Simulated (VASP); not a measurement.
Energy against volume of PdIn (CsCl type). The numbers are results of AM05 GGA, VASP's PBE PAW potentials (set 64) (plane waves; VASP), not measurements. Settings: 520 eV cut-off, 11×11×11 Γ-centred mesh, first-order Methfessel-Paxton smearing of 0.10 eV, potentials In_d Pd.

```
V (Å³/atom)  E (eV/atom)
-----------  -----------
16.087          -4.69048
16.601          -4.71290
17.114          -4.71940
17.628          -4.71271
```

Task: Fit these four points and predict the energy of the run at 18.141 Å³/atom.

Result: A cubic in V^(−2/3), the third-order Birch-Murnaghan form, passes through the four points with V0 = 17.09 Å³/atom and B0 = 138 GPa, and gives -4.6951 eV/atom there. The run gave -4.6953 eV/atom, -0.2 meV/atom from the fit; all five points give B0 = 137 GPa.

The compound is PdIn in the CsCl type structure. It was relaxed first.
